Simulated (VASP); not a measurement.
Given:

```yaml
crystal:
  lattice:
    - [0.00000, 1.89232, 1.89232]
    - [1.89232, 0.00000, 1.89232]
    - [1.89232, 1.89232, 0.00000]
  atoms:
    - { symbol: Ir, position: [0.00000, 0.00000, 0.00000] }
```

Method: AM05 GGA, VASP's PBE PAW potentials (set 64) (plane waves; VASP). Numerical set-up: 520 eV cut-off, 16×16×16 Γ-centred mesh, first-order Methfessel-Paxton smearing of 0.10 eV, potentials Ir.

Problem. Give the stress tensor in GPa (positive for a compressed cell).

Solution. 
```
13.32   0.00   0.00
 0.00  13.32   0.00
 0.00   0.00  13.32
```
The pressure is its mean diagonal, 13.32 GPa.

The compound is Ir in the fcc structure. This cell is one point of a volume scan, at 0.97 of the reference volume.
